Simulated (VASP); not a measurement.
W, 1 atom in the cell. The structure is cubic, space group Im-3m (No. 229). Conventional cell: a = 3.165 Å, b = 3.165 Å, c = 3.165 Å, α = 90.00°, β = 90.00°, γ = 90.00°. W (site symmetry m-3m) has 8 W at 2.74 Å as nearest neighbours. 

| Property | Result |
| --- | --- |
| Program | VASP 6.6.1 |
| Task | relaxation of cell and atoms |
| Functional | PBE |
| Potentials or basis | VASP PAW PBE potentials, release 64 (W_sv) |
| Cutoff | 700 eV |
| k mesh | 18 × 18 × 18 |
| Occupations | gaussian, width 0.1 eV |
| Spin | no spin polarisation |
| Further INCAR settings | ALGO = Fast; EDIFF = 1e-07; IBRION = 2; EDIFFG = -0.002; NSW = 80; ISIF = 3 |

Potentials or basis: VASP PAW PBE potentials, release 64 (W_sv).

The run is started by

```console
$ cat potpaw_PBE.64/W_sv/POTCAR > POTCAR
$ mpirun -np 1 vasp_std > vasp.out
```

Hardware: 1 thread of Intel(R) Xeon(R) Platinum 8488C (Sapphire Rapids), on a shared host.

**Question.** Estimate the wall time of this run.

**Answer.** Wall time 65 s on 1 thread of Intel(R) Xeon(R) Platinum 8488C (Sapphire Rapids), on a shared host, peak memory 0.19 GiB. Counts: scf iterations 43, k points 195, ion steps 4.
